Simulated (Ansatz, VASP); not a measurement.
# Two plane-wave programs on Ca3SbP

```
Ca Sb P
1.0
     5.25162    0.00000    0.00000
     0.00000    5.25162    0.00000
     0.00000    0.00000    5.25162
Ca Sb P
3 1 1
Cartesian
  0.0000 2.6258 2.6258
  2.6258 0.0000 2.6258
  2.6258 2.6258 0.0000
  0.0000 0.0000 0.0000
  2.6258 2.6258 2.6258
```

The cell comes from a database or a generator and needn't be the stable form of this composition.

Alike in both runs: task single point; functional LDA; k mesh 6 × 6 × 6; occupations gaussian, width 0.05 eV; no spin polarisation.

|  | VASP | Ansatz |
| --- | --- | --- |
| version | VASP 6.6.1 | Ansatz 0.2.0 |
| potentials or method | VASP PAW LDA potentials, release 64 (Ca_sv, Sb, P) | scalar-relativistic, plane waves, PAW |
| plane-wave cutoff (eV) | 520 | 420 |
| valence electrons in the cell | 40 | 50 |

```csv
,VASP,Ansatz,Ansatz less VASP
gap on the k mesh at the Fermi level (eV),0.48,0.49,+0.013
least direct gap on the mesh (eV),0.48,0.49,+0.013
pressure (GPa),0.2,0.0,-0.17
```

The two sets of potentials don't hold the same shells in valence.

Caveats: spin-orbit coupling is left out, which moves the levels of the heavy elements.
